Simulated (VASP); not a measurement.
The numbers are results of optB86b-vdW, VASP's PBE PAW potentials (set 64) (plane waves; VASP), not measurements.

The input files of a VASP run:

### POSCAR
```
Pd
1
    0.0000000000     1.9130224386     1.9130224386
    1.9130224386     0.0000000000     1.9130224386
    1.9130224386     1.9130224386     0.0000000000
Pd
1
Direct
  0.0000000000   0.0000000000   0.0000000000
```

### INCAR
```
SYSTEM = Pd
PREC = Accurate
ENCUT = 520
EDIFF = 1E-7
NELM = 100
ALGO = Normal
LREAL = .FALSE.
LASPH = .TRUE.
ISMEAR = 1
SIGMA = 0.1
GGA = MK
PARAM1 = 0.1234
PARAM2 = 1.0
LUSE_VDW = .TRUE.
AGGAC = 0.0
LMAXMIX = 4
LWAVE = .FALSE.
LCHARG = .FALSE.
ISIF = 2
```

**KPOINTS**
```
Automatic mesh
0
Gamma
16 16 16
0 0 0
```

POTCAR, in this order: Pd (PBE.64 set). Program: vasp_std.

Output of the run:

**OSZICAR**
```
       N       E                     dE             d eps       ncg     rms          rms(c)
DAV:   1     0.421612110658E+02    0.42161E+02   -0.53915E+03  2610   0.105E+03
DAV:   2    -0.232830135500E+01   -0.44490E+02   -0.43533E+02  2816   0.197E+02
DAV:   3    -0.270508126284E+01   -0.37678E+00   -0.37489E+00  3042   0.210E+01
DAV:   4    -0.270703919588E+01   -0.19579E-02   -0.19575E-02  3164   0.139E+00
DAV:   5    -0.270706074143E+01   -0.21546E-04   -0.21545E-04  3072   0.117E-01    0.914E+00
DAV:   6    -0.242204775971E+01    0.28501E+00   -0.12110E+00  2673   0.106E+01    0.440E+00
DAV:   7    -0.240662130827E+01    0.15426E-01   -0.13584E-02  3036   0.105E+00    0.220E+00
DAV:   8    -0.240175883017E+01    0.48625E-02   -0.13412E-03  2863   0.316E-01    0.644E-02
DAV:   9    -0.240176279339E+01   -0.39632E-05   -0.10756E-05  3713   0.353E-02    0.114E-02
DAV:  10    -0.240176728760E+01   -0.44942E-05   -0.17242E-06  2931   0.136E-02    0.196E-03
DAV:  11    -0.240176719628E+01    0.91316E-07   -0.21036E-08  1979   0.142E-03
   1 F= -.24017672E+01 E0= -.24017927E+01  d E =0.766345E-04
```

OUTCAR:
```
------------------------ aborting loop because EDIFF is reached ----------------------------------------
  FORCE on cell =-STRESS in cart. coord.  units (eV):
  Direction    XX          YY          ZZ          XY          YZ          ZX
  --------------------------------------------------------------------------------------
  Total        1.1924642      1.1924642      1.1924642      0.0000000      0.0000000     -0.0000000
  in kB      136.4475563    136.4475563    136.4475563      0.0000000      0.0000000     -0.0000000
  external PRESSURE =     136.4475563 kB  Pullay stress =       0.0000000 kB
  volume of cell :       14.00
      direct lattice vectors                 reciprocal lattice vectors
     0.000000000  1.913022439  1.913022439    -0.261366511  0.261366511  0.261366511
     1.913022439  0.000000000  1.913022439     0.261366511 -0.261366511  0.261366511
     1.913022439  1.913022439  0.000000000     0.261366511  0.261366511 -0.261366511
 POSITION                                       TOTAL-FORCE (eV/Angst)
 -----------------------------------------------------------------------------------
      0.00000      0.00000      0.00000         0.000000      0.000000      0.000000
 -----------------------------------------------------------------------------------
    total drift:                               -0.000000     -0.000000     -0.000000
  FREE ENERGIE OF THE ION-ELECTRON SYSTEM (eV)
  ---------------------------------------------------
  free  energy   TOTEN  =        -2.4017671963 eV

  energy  without entropy=       -2.4018438307  energy(sigma->0) =       -2.40179274
```
(Selected blocks of OUTCAR.)

### OUTCAR
```
 val. band max:       10.5984453182   @ k =   0.5000   0.1250   0.0000

 cond. band min:      10.6092022963   @ k =   0.5000   0.3750   0.0625


 Fermi energy:        10.6024805568

 k-point     1 :       0.0000    0.0000    0.0000
  band No.  band energies     occupation
      1       3.0249      2.00000
      2       7.4981      2.00000
      3       7.4981      2.00000
      4       7.4981      2.00000
      5       9.2528      2.00000
      6       9.2528      2.00000
      7      27.8766      0.00000
      8      32.8674      0.00000
      9      32.8674      0.00000

 k-point     2 :       0.0625    0.0000    0.0000
  band No.  band energies     occupation
      1       3.1737      2.00000
      2       7.4428      2.00000
      3       7.5514      2.00000
      4       7.5514      2.00000
      5       9.2263      2.00000
      6       9.2263      2.00000
      7      28.0505      0.00000
      8      31.9468      0.00000
      9      33.0524      0.00000

 k-point     3 :       0.1250    0.0000    0.0000
  band No.  band energies     occupation
      1       3.5974      2.00000
      2       7.3138      2.00000
      3       7.6844      2.00000
      4       7.6844      2.00000
      5       9.1778      2.00000
      6       9.1778      2.00000
      7      28.4278      0.00000
      8      30.1643      0.00000
      9      33.5746      0.00000

 k-point     4 :       0.1875    0.0000    0.0000
  band No.  band energies     occupation
      1       4.2039      2.00000
      2       7.2354      2.00000
      3       7.8077      2.00000
      4       7.8077      2.00000
      5       9.2040      2.00000
      6       9.2040      2.00000
      7      27.6999      0.00000
      8      29.2063      0.00000
      9      34.3152      0.00000

 k-point     5 :       0.2500    0.0000    0.0000
  band No.  band energies     occupation
      1       4.7583      2.00000
      2       7.4711      2.00000
      3       7.8126      2.00000
...
```

The compound is Pd in the fcc structure. This cell is one point of a volume scan, at 0.94 of the reference volume.
